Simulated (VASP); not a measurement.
Output of a VASP run:

OSZICAR:
```
       N       E                     dE             d eps       ncg     rms          rms(c)
DAV:   1     0.207736482698E+03    0.20774E+03   -0.15121E+04  8800   0.241E+03
DAV:   2     0.166618452580E+02   -0.19107E+03   -0.18905E+03  8790   0.446E+02
DAV:   3    -0.860111721887E+00   -0.17522E+02   -0.17340E+02 10132   0.139E+02
DAV:   4    -0.139343191227E+01   -0.53332E+00   -0.53217E+00  9986   0.266E+01
DAV:   5    -0.141379296811E+01   -0.20361E-01   -0.20360E-01 11864   0.473E+00    0.220E+00
DAV:   6    -0.139942929943E+01    0.14364E-01   -0.35775E-02 11404   0.290E+00    0.122E+00
DAV:   7    -0.139705687262E+01    0.23724E-02   -0.21566E-02 11352   0.217E+00    0.165E-01
DAV:   8    -0.139713940663E+01   -0.82534E-04   -0.21665E-03  9858   0.676E-01    0.377E-02
DAV:   9    -0.139714011250E+01   -0.70588E-06   -0.65686E-05 11134   0.858E-02    0.134E-02
DAV:  10    -0.139713401410E+01    0.60984E-05   -0.97371E-06 10378   0.437E-02    0.223E-03
DAV:  11    -0.139713482955E+01   -0.81545E-06   -0.38351E-07  8148   0.838E-03    0.118E-03
DAV:  12    -0.139713456947E+01    0.26008E-06   -0.10433E-07  5176   0.376E-03    0.304E-04
DAV:  13    -0.139713456307E+01    0.64024E-08   -0.15592E-08  4636   0.182E-03
   1 F= -.13971346E+01 E0= -.13971346E+01  d E =0.000000E+00
```

File OUTCAR:
```
------------------------ aborting loop because EDIFF is reached ----------------------------------------
  FORCE on cell =-STRESS in cart. coord.  units (eV):
  Direction    XX          YY          ZZ          XY          YZ          ZX
  --------------------------------------------------------------------------------------
  Total        0.0252884      0.0252884     -0.0743781      0.0000000      0.0000000      0.0000000
  in kB        0.7319812      0.7319812     -2.1529018      0.0000000      0.0000000      0.0000000
  external PRESSURE =      -0.2296465 kB  Pullay stress =       0.0000000 kB
  volume of cell :       55.35
      direct lattice vectors                 reciprocal lattice vectors
    -2.940077790  2.940077790  1.600861124     0.000000000  0.170063527  0.312331902
     2.940077790 -2.940077790  1.600861124     0.170063527  0.000000000  0.312331902
     2.940077790  2.940077790 -1.600861124     0.170063527  0.170063527  0.000000000
 POSITION                                       TOTAL-FORCE (eV/Angst)
 -----------------------------------------------------------------------------------
      2.94008      0.00000      0.80043        -0.000000      0.000000     -0.000000
      0.00000      0.00000      0.00000         0.000000     -0.000000      0.000000
 -----------------------------------------------------------------------------------
    total drift:                               -0.000000     -0.000000      0.000000
  FREE ENERGIE OF THE ION-ELECTRON SYSTEM (eV)
  ---------------------------------------------------
  free  energy   TOTEN  =        -1.3971345631 eV

  energy  without entropy=       -1.3971345631  energy(sigma->0) =       -1.39713456

 total charge

# of ion       s       p       d       tot
------------------------------------------
    1        1.237   1.007   9.973  12.217
    2        1.237   1.007   9.973  12.217
--------------------------------------------------
tot          2.475   2.014  19.946  24.434
```
(Selected blocks of OUTCAR.)

### POSCAR
```
Sn
1
   -2.9400777896     2.9400777896     1.6008611244
    2.9400777896    -2.9400777896     1.6008611244
    2.9400777896     2.9400777896    -1.6008611244
Sn
2
Direct
  0.2500000000   0.7500000000   0.5000000000
  0.0000000000   0.0000000000   0.0000000000
```

Write an INCAR and KPOINTS that could have produced this output.

This is not unique; one that fits is the input of the run itself, optB86b-vdW, plane waves, VASP's PBE PAW potentials (set 64).

INCAR:
```
SYSTEM = Sn
PREC = Accurate; ENCUT = 520; LREAL = F
LASPH = T
EDIFF = 1E-7; NELM = 100; ALGO = Normal
LMAXMIX = 4
ISMEAR = -5
GGA = MK; LUSE_VDW = T; AGGAC = 0.0
PARAM1 = 0.1234; PARAM2 = 1.0
ISIF = 2
LWAVE = F; LCHARG = T; LORBIT = 11
NEDOS = 601
```

KPOINTS:
```
Automatic
0
gamma
 14 14 14
```

POTCAR, in this order: Sn_d (PBE.64 set). Program: vasp_std.

For a metal the tetrahedron method with Blöchl corrections gives inexact stress and forces.

The compound is Sn in the beta structure. It was relaxed first.
